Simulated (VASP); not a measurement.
Input:

```yaml
crystal:
  lattice:
    - [1.77000, -3.06573, 0.00000]
    - [1.77000, 3.06573, 0.00000]
    - [0.00000, 0.00000, 6.01000]
  atoms:
    - { symbol: Ti, position: [0.00000, 0.00000, 0.00000] }
    - { symbol: Se, position: [0.33333, 0.66667, 0.25500] }
    - { symbol: Se, position: [0.66667, 0.33333, 0.74500] }
```

Computed with PBE GGA + U (Dudarev), VASP's PBE PAW potentials (set 64) (plane waves; VASP). Settings: 400 eV cut-off, 9×9×5 Γ-centred mesh, first-order Methfessel-Paxton smearing of 0.10 eV, potentials Ti_sv Se, U − J: Ti 5.00 eV.

Task: Predict the energy per atom (σ→0), pressure, band gap (on the k-mesh) with the smallest direct gap where there is one.

Result: 
```
Property                                                     Value
------------------------  ----------------------------------------
band gap (on the k-mesh)  none (metal, semimetal or under 0.01 eV)
energy per atom (σ→0)                           -475.4 kJ/mol-atom
pressure                                                  5.53 GPa
```

Total energies compare only between runs with the same potentials, cut-off and functional.

The compound is TiSe2 in the 1T layered structure. The cell was not relaxed at this level. The run is one of a series of settings (LDAU = .TRUE., LDAUJ = 0 0, LDAUL = 2 -1, LDAUTYPE = 2, LDAUU = 5.0 0, LMAXMIX = 2 against the base run), some of them coarse on purpose.
